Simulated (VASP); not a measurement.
Computed with PBE GGA, VASP's PBE PAW potentials (set 64) (plane waves; VASP).

A VASP calculation is set up with these files.

**KPOINTS**
```
Automatic mesh
0
Gamma
8 8 8
0 0 0
```

### POSCAR
```
NaCl
1
    0.0000000000     2.8425828648     2.8425828648
    2.8425828648     0.0000000000     2.8425828648
    2.8425828648     2.8425828648     0.0000000000
Na Cl
1 1
Direct
  1.0000000000   1.0000000000   1.0000000000
  0.5000000000   0.5000000000   0.5000000000
```

INCAR:
```
! general
SYSTEM = NaCl
PREC   = Accurate
ENCUT  = 500   ! plane-wave cut-off (eV)
LREAL  = .FALSE.
LASPH  = .TRUE.

! electronic loop
EDIFF  = 1E-6
NELM   = 100
ALGO   = Normal

! smearing
ISMEAR = 0
SIGMA  = 0.05

! functional
GGA    = PE   ! PBE

! ions
IBRION = 2
NSW    = 40
ISIF   = 3
EDIFFG = -0.02   ! ionic stop

! output
LWAVE  = .FALSE.
LCHARG = .FALSE.
```

POTCAR, in this order: Na_pv Cl (PBE.64 set). Program: vasp_std.

Output

### OUTCAR
```
 ion  position               nearest neighbor table
   1  0.000  0.000  0.000-
   2  0.500  0.500  0.500-
  LATTYP: Found a face centered cubic cell.
 ALAT       =     5.6851657296
 Subroutine PRICEL returns:
 Original cell was already a primitive cell.
 Subroutine GETGRP returns: Found 48 space group operations
The static configuration has the point symmetry O_h .
The dynamic configuration has the point symmetry O_h .
 Subroutine INISYM returns: Found 48 space group operations
 Subroutine IBZKPT returns following result:
 Found     29 irreducible k-points:

 Following reciprocal coordinates:
            Coordinates               Weight
  0.000000  0.000000  0.000000      1.000000
  0.125000  0.000000  0.000000      8.000000
  0.250000  0.000000  0.000000      8.000000
  0.375000  0.000000  0.000000      8.000000
  0.500000  0.000000  0.000000      4.000000
  0.125000  0.125000  0.000000      6.000000
  0.250000  0.125000  0.000000     24.000000
  0.375000  0.125000  0.000000     24.000000
  0.500000  0.125000  0.000000     24.000000
...
```

**OSZICAR**
```
       N       E                     dE             d eps       ncg     rms          rms(c)
DAV:   1     0.910573274635E+02    0.91057E+02   -0.72086E+03   638   0.122E+03
DAV:   2     0.108647770420E+01   -0.89971E+02   -0.83820E+02   719   0.261E+02
DAV:   3    -0.681193426781E+01   -0.78984E+01   -0.78561E+01   776   0.797E+01
DAV:   4    -0.697630272910E+01   -0.16437E+00   -0.16426E+00   700   0.133E+01
DAV:   5    -0.698058943482E+01   -0.42867E-02   -0.42858E-02   893   0.196E+00    0.214E+00
DAV:   6    -0.678341017570E+01    0.19718E+00   -0.40185E-01   728   0.419E+00    0.161E+00
DAV:   7    -0.677161307350E+01    0.11797E-01   -0.92084E-02   764   0.202E+00    0.108E+00
DAV:   8    -0.677749072343E+01   -0.58776E-02   -0.98732E-03   659   0.106E+00    0.243E-01
DAV:   9    -0.677744191565E+01    0.48808E-04   -0.19498E-04   782   0.136E-01    0.134E-01
DAV:  10    -0.677759955890E+01   -0.15764E-03   -0.33255E-04   659   0.162E-01    0.506E-02
DAV:  11    -0.677759181815E+01    0.77408E-05   -0.18416E-05   755   0.430E-02    0.100E-02
DAV:  12    -0.677759221033E+01   -0.39218E-06   -0.16219E-06   668   0.138E-02
   1 F= -.67775922E+01 E0= -.67775922E+01  d E =-.677759E+01
```

File OUTCAR:
```
------------------------ aborting loop because EDIFF is reached ----------------------------------------
  FORCE on cell =-STRESS in cart. coord.  units (eV):
  Direction    XX          YY          ZZ          XY          YZ          ZX
  --------------------------------------------------------------------------------------
  Total        0.0227508      0.0227508      0.0227508      0.0000000     -0.0000000      0.0000000
  in kB        0.7934843      0.7934843      0.7934843      0.0000000     -0.0000000      0.0000000
  external PRESSURE =       0.7934843 kB  Pullay stress =       0.0000000 kB
  volume of cell :       45.94
      direct lattice vectors                 reciprocal lattice vectors
     0.000000000  2.842582865  2.842582865    -0.175896367  0.175896367  0.175896367
     2.842582865  0.000000000  2.842582865     0.175896367 -0.175896367  0.175896367
     2.842582865  2.842582865  0.000000000     0.175896367  0.175896367 -0.175896367
  FREE ENERGIE OF THE ION-ELECTRON SYSTEM (eV)
  ---------------------------------------------------
  free  energy   TOTEN  =        -6.7775922103 eV

  energy  without entropy=       -6.7775922103  energy(sigma->0) =       -6.77759221

 reached required accuracy - stopping structural energy minimisation
```
(Selected blocks of OUTCAR.)

The compound is NaCl in the rock salt structure. It was relaxed first.
